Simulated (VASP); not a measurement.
# NbB8 (Im-3m) in VASP: a series of runs

Runs on NbB8. Level: PBE. Tasks: single point, relaxation of cell and atoms.

Program: VASP 6.6.1. These are calculated values, not measurements. Logs are shortened: lines on timing, memory, paths and dates and some standing lists are left out, and cuts for length are marked.

## Step 1: The cell of the first run

It takes space group Im-3m (No. 229, cubic). Conventional cell: a = 6.775 Å, b = 6.775 Å, c = 6.775 Å, α = 90.00°, β = 90.00°, γ = 90.00°. Nb (site symmetry m-3m) has 8 B at 2.12 Å as nearest neighbours. B (site symmetry 3m) has 1 B at 1.62 Å as nearest neighbours.

The cell was built by a generator and needn't be a form met in nature.

## Step 2: Single point, PBE (random cell by space group and Wyckoff sites (Im-3m, No. 229))

INCAR reads:

```
SYSTEM = NbB8
  ALGO = Fast
  EDIFF = 1E-6
  ENCUT = 520
  GGA = PE
  ISIF = 2
  ISMEAR = 0
  LASPH = .True.
  LCHARG = .True.
  LELF = .True.
  LREAL = .False.
  LVHAR = .True.
  LWAVE = .False.
  NBANDS = 28
  NELM = 80
  PREC = Accurate
  SIGMA = 0.1
```

KPOINTS reads:

```
k-points
0
Gamma
  8 8 8
  0 0 0
```

POSCAR reads:

```
NbB8
1.0
   -3.3876480486      3.3876480486      3.3876480486
    3.3876480486     -3.3876480486      3.3876480486
    3.3876480486      3.3876480486     -3.3876480486
Nb B
1 8
Direct
    0.0000000000      0.0000000000      0.0000000000
    0.6383813208      0.6383813208      0.6383813208
    0.0000000000      0.0000000000      0.3616186792
    0.0000000000      0.3616186792      0.0000000000
    0.3616186792      0.0000000000      0.0000000000
    0.0000000000      0.0000000000      0.6383813208
    0.3616186792      0.3616186792      0.3616186792
    0.0000000000      0.6383813208      0.0000000000
    0.6383813208      0.0000000000      0.0000000000
```

Potentials or basis: VASP PAW PBE potentials, release 64 (Nb_sv, B).

Launch:

```bash
$ cat potpaw_PBE.64/Nb_sv/POTCAR potpaw_PBE.64/B/POTCAR > POTCAR
$ mpirun -np 1 vasp_std > vasp.out
```

OUTCAR:

```text
SYSTEM = NbB8
   EDIFF = 1E-6
   ENCUT = 520
   GGA = PE
   ISIF = 2
   ISMEAR = 0
   LASPH = .True.
   LREAL = .False.
   NELM = 80
   PREC = Accurate

 ion  position               nearest neighbor table
   1  0.000  0.000  0.000-   2 2.12   3 2.12   4 2.12   5 2.12   6 2.12   7 2.12   8 2.12   9 2.12

   2  0.638  0.638  0.638-   7 1.62   1 2.12
   3  0.000  0.000  0.362-   6 1.62   1 2.12
   4  0.000  0.362  0.000-   8 1.62   1 2.12
   5  0.362  0.000  0.000-   9 1.62   1 2.12
   6  0.000  0.000  0.638-   3 1.62   1 2.12
   7  0.362  0.362  0.362-   2 1.62   1 2.12
   8  0.000  0.638  0.000-   4 1.62   1 2.12
   9  0.638  0.000  0.000-   5 1.62   1 2.12

  LATTYP: Found a body centered cubic cell.
 ALAT       =     6.7752960972

  Lattice vectors:

 A1 = (  -3.3876480486,   3.3876480486,   3.3876480486)
 A2 = (   3.3876480486,  -3.3876480486,   3.3876480486)
 A3 = (   3.3876480486,   3.3876480486,  -3.3876480486)

Analysis of symmetry for initial positions (statically):
=====================================================================
 Subroutine PRICEL returns:
 Original cell was already a primitive cell.

 Routine SETGRP: Setting up the symmetry group for a
 body centered cubic supercell.

 Subroutine GETGRP returns: Found 48 space group operations
 (whereof 48 operations were pure point group operations)
 out of a pool of 48 trial point group operations.

The static configuration has the point symmetry O_h .

Analysis of symmetry for dynamics (positions and initial velocities):
=====================================================================
 Subroutine PRICEL returns:
 Original cell was already a primitive cell.

 Routine SETGRP: Setting up the symmetry group for a
 body centered cubic supercell.

 Subroutine GETGRP returns: Found 48 space group operations
 (whereof 48 operations were pure point group operations)
 out of a pool of 48 trial point group operations.

The dynamic configuration has the point symmetry O_h .

 Subroutine INISYM returns: Found 48 space group operations
 (whereof 48 operations are pure point group operations),
 and found     1 'primitive' translations

----------------------------------------------------------------------------------------

                                     Primitive cell

  volume of cell :     155.5088

  direct lattice vectors                    reciprocal lattice vectors
    -3.387648049  3.387648049  3.387648049     0.000000000  0.147595025  0.147595025
     3.387648049 -3.387648049  3.387648049     0.147595025  0.000000000  0.147595025
     3.387648049  3.387648049 -3.387648049     0.147595025  0.147595025  0.000000000

  length of vectors
     5.867578538  5.867578538  5.867578538     0.208730887  0.208730887  0.208730887

  position of ions in fractional coordinates (direct lattice)
     0.000000000  0.000000000  0.000000000
     0.638381321  0.638381321  0.638381321
     0.000000000  0.000000000  0.361618679
     0.000000000  0.361618679  0.000000000
     0.361618679  0.000000000  0.000000000
     0.000000000  0.000000000  0.638381321
     0.361618679  0.361618679  0.361618679
     0.000000000  0.638381321  0.000000000
     0.638381321  0.000000000  0.000000000

  ion indices of the primitive-cell ions
   primitive index   ion index
                 1           1
                 2           2
                 3           3
                 4           4
                 5           5
                 6           6
                 7           7
                 8           8
                 9           9

----------------------------------------------------------------------------------------

 KPOINTS: k-points

Automatic generation of k-mesh.
 Grid dimensions read from file:
 generate k-points for:    8    8    8

 Generating k-lattice:

  Cartesian coordinates                     Fractional coordinates (reciprocal lattice)
     0.000000000  0.018449378  0.018449378     0.125000000  0.000000000  0.000000000
     0.018449378  0.000000000  0.018449378     0.000000000  0.125000000  0.000000000
     0.018449378  0.018449378  0.000000000     0.000000000  0.000000000  0.125000000

  Length of vectors
     0.026091361  0.026091361  0.026091361

  Shift w.r.t. Gamma in fractional coordinates (k-lattice)
     0.000000000  0.000000000  0.000000000

 Subroutine IBZKPT returns following result:
 ===========================================

 Found     29 irreducible k-points:

 Following reciprocal coordinates:
            Coordinates               Weight
  0.000000  0.000000  0.000000      1.000000
  0.125000  0.000000  0.000000     12.000000
  0.250000  0.000000  0.000000     12.000000
  0.375000  0.000000  0.000000     12.000000
  0.500000  0.000000  0.000000      6.000000
  0.125000  0.125000  0.000000     24.000000
[... 16 lines left out ...]
 -0.250000  0.250000  0.250000      6.000000
 -0.375000  0.375000  0.250000     24.000000
 [... further k-points ...]
   k-points           NKPTS =     29   k-points in BZ     NKDIM =     29   number of bands    NBANDS=     28
   number of dos      NEDOS =    301   number of ions     NIONS =      9
   total plane-waves  NPLWV = 110592
   dimension x,y,z NGX =    48 NGY =   48 NGZ =   48
   dimension x,y,z NGXF=    96 NGYF=   96 NGZF=   96
   ions per type =               1   8
   NGX,Y,Z   is equivalent  to a cutoff of  13.60, 13.60, 13.60 a.u.
   NGXF,Y,Z  is equivalent  to a cutoff of  27.20, 27.20, 27.20 a.u.
 SYSTEM =  NbB8
   PREC   = accura    normal or accurate (medium, high low for compatibility)
   ISTART =      0    job   : 0-new  1-cont  2-samecut
   ICHARG =      2    charge: 1-file 2-atom 10-const
   ISPIN  =      1    spin polarized calculation?
   LNONCOLLINEAR =      F non collinear calculations
   LSORBIT =      F    spin-orbit coupling
   LASPH  =      T    aspherical Exc in radial PAW
   ENCUT  =  520.0 eV  38.22 Ry    6.18 a.u.  10.91 10.91 10.91*2*pi/ulx,y,z
   NELM   =     80;   NELMIN=  2; NELMDL= -5     # of ELM steps
   EDIFF  = 0.1E-05   stopping-criterion for ELM
   LREAL  =      F    real-space projection
   EDIFFG = 0.1E-04   stopping-criterion for IOM
   NSW    =      0    number of steps for IOM
   IBRION =     -1    ionic relax: 0-MD 1-quasi-New 2-CG
   NFREE  =      0    steps in history (QN), initial steepest desc. (CG)
   ISIF   =      2    stress and relaxation
   ISYM   =      2    0-nonsym 1-usesym 2-fastsym
   POTIM  = 0.5000    time-step for ionic-motion
   TEBEG  =    0.0;   TEEND  =   0.0 temperature during run
   PSTRESS=    0.0 pullay stress
   NELECT =      37.0000    total number of electrons
   NUPDOWN=      -1.0000    fix difference up-down
   EMIN   =  10.00;   EMAX   =-10.00  energy-range for DOS
   EFERMI =   0.00;   METHOD = LEGACY
   ISMEAR =     0;   SIGMA  =   0.10  broadening in eV -4-tet -1-fermi 0-gaus
   EFERMI_NEDOS =   21; number of points for ismear=-14 and -15
   IALGO  =     68    algorithm
   IMIX   =      4    mixing-type and parameters
     AMIX     =   0.40;   BMIX     =  1.00
     AMIX_MAG =   1.60;   BMIX_MAG =  1.00
  volume/ion in A,a.u.               =      17.28       116.60
  Fermi-wavevector in a.u.,A,eV,Ry     =   1.014434  1.917002 14.001433  1.029076
  Thomas-Fermi vector in A             =   2.147661
   LORBIT       =      0    0 simple, 1 ext, 2 COOP (PROOUT), +10 PAW based schemes
   GGA     = PE    functional components
   LHFCALC =     F    Hartree Fock is set to
   AEXX    =    0.0000 exact exchange contribution
   IVDW    =     0    specifies the selected vdW correction
   LEPSILON=     F    determine dielectric tensor
   LRPA    =     F    only Hartree local field effects (RPA)
 non-spin polarized calculation
 RMM-DIIS sequential band-by-band and
 Gauss-broadening in eV      SIGMA  =   0.10
  energy-cutoff  :      520.00
  volume of cell :      155.51
 maximum number of plane-waves:      4232
 NGX is ok and might be reduce to    48
   NGX = 21   NGY = 21   NGZ = 21

 number of electron      37.0000000 magnetization

 Free energy of the ion-electron system (eV)
  ---------------------------------------------------
  ext. energy  EPLUGINS =         0.00000000
  ---------------------------------------------------
  free energy    TOTEN  =       -51.29054941 eV

  energy without entropy =      -51.27158202  energy(sigma->0) =      -51.28106571

 E-fermi :   0.8547     XC(G=0):  -8.1848

 val. band max:        0.8081293735   @ k =   0.2500   0.2500   0.1250
 cond. band min:       0.8680589456   @ k =   0.3750   0.1250   0.1250
 fundamental gap:      0.0599295721
 Fermi energy:         0.8547109388

 k-point     1 :       0.0000    0.0000    0.0000
  band No.  band energies     occupation
      1     -52.2975      2.00000
      2     -28.7012      2.00000
      3     -28.7012      2.00000
      4     -28.7012      2.00000
      5      -8.4102      2.00000
      6      -6.0319      2.00000
[... 20 lines left out ...]
     27       7.3822      0.00000
     28       7.4282      0.00000

 k-point     2 :       0.1250    0.0000    0.0000
  band No.  band energies     occupation
      1     -52.2975      2.00000
      2     -28.7013      2.00000
      3     -28.7013      2.00000
      4     -28.7012      2.00000
      5      -8.3410      2.00000
      6      -6.1065      2.00000
[... 20 lines left out ...]
     27       7.0528      0.00000
     28       7.2676      0.00000

 k-point     3 :       0.2500    0.0000    0.0000
  band No.  band energies     occupation
      1     -52.2975      2.00000
      2     -28.7014      2.00000
      3     -28.7013      2.00000
      4     -28.7012      2.00000
      5      -8.1424      2.00000
      6      -6.3342      2.00000
[... 616 lines left out ...]
      3     -28.7014      2.00000
      4     -28.7014      2.00000
      5      -7.8705      2.00000
      6      -6.4364      2.00000
[... 20 lines left out ...]
     27       6.0884      0.00000
     28       6.1236      0.00000

 k-point    24 :      -0.3750    0.3750    0.2500
  band No.  band energies     occupation
      1     -52.2975      2.00000
      2     -28.7015      2.00000
      3     -28.7014      2.00000
      4     -28.7013      2.00000
      5      -7.5742      2.00000
      6      -6.6371      2.00000
[... 20 lines left out ...]
     27       5.5375      0.00000
     28       5.7876      0.00000

 [... further k-points ...]
[... 5 lines left out ...]
  --------------------------------------------------------------------------------------
  -------------------------------------------------------------------------------------
  Total       -0.1791346     -0.1791346     -0.1791346      0.0000000      0.0000000      0.0000000
  in kB       -1.8455900     -1.8455900     -1.8455900      0.0000000      0.0000000      0.0000000
  external PRESSURE =      -1.8455900 kB  Pullay stress =       0.0000000 kB

 VOLUME and BASIS-vectors are now :
 -----------------------------------------------------------------------------
  energy-cutoff  :      520.00
  volume of cell :      155.51
      direct lattice vectors                 reciprocal lattice vectors
    -3.387648049  3.387648049  3.387648049     0.000000000  0.147595025  0.147595025
     3.387648049 -3.387648049  3.387648049     0.147595025  0.000000000  0.147595025
     3.387648049  3.387648049 -3.387648049     0.147595025  0.147595025  0.000000000

 POSITION                                       TOTAL-FORCE (eV/Angst)
 -----------------------------------------------------------------------------------
      0.00000      0.00000      0.00000        -0.000000     -0.000000     -0.000000
      2.16261      2.16261      2.16261         0.009302      0.009302      0.009302
      1.22504      1.22504     -1.22504        -0.009302     -0.009302      0.009302
      1.22504     -1.22504      1.22504        -0.009302      0.009302     -0.009302
     -1.22504      1.22504      1.22504         0.009302     -0.009302     -0.009302
      2.16261      2.16261     -2.16261         0.009302      0.009302     -0.009302
      1.22504      1.22504      1.22504        -0.009302     -0.009302     -0.009302
      2.16261     -2.16261      2.16261         0.009302     -0.009302      0.009302
     -2.16261      2.16261      2.16261        -0.009302      0.009302      0.009302
 -----------------------------------------------------------------------------------
    total drift:                                0.000000      0.000000     -0.000000

  FREE ENERGIE OF THE ION-ELECTRON SYSTEM (eV)
  ---------------------------------------------------
  free  energy   TOTEN  =       -51.2905494095 eV

  energy  without entropy=      -51.2715820169  energy(sigma->0) =      -51.28106571
```

Wall time 3.2 min (1 thread of AMD EPYC 9R14 (Zen 4), shared host); peak memory 0.35 GiB.

Results:

| Property | Result |
| --- | --- |
| Free energy | -51.2905 eV |
| Pressure | -0.2 GPa |
| Largest force | 0.016 eV/Å |
| Band gap on the k mesh | none (metal or under the smearing width) |

Forces in eV/Å, atoms in the order of the input:
```
Nb   0.000  0.000  0.000
B    0.009  0.009  0.009
B   -0.009 -0.009  0.009
B   -0.009  0.009 -0.009
B    0.009 -0.009 -0.009
B    0.009  0.009 -0.009
B   -0.009 -0.009 -0.009
B    0.009 -0.009  0.009
B   -0.009  0.009  0.009
```

Levels at points of the mesh, in eV from the Fermi level:
| k point | band 16 | band 17 | band 18 | band 19 | band 20 | band 21 | band 22 | band 23 |
| --- | --- | --- | --- | --- | --- | --- | --- | --- |
| (0.00, 0.00, 0.00) | -1.61 | -1.61 | -1.44 | -1.44 | -1.44 | 2.29 | 2.29 | 2.29 |
| (0.50, 0.00, 0.00) | -2.09 | -1.33 | -0.83 | 0.12 | 0.89 | 1.80 | 2.55 | 2.67 |
| (0.50, 0.50, 0.50) | -0.65 | -0.65 | 1.86 | 1.86 | 1.86 | 2.84 | 2.84 | 2.84 |

(Continued in part 2 of 2.)
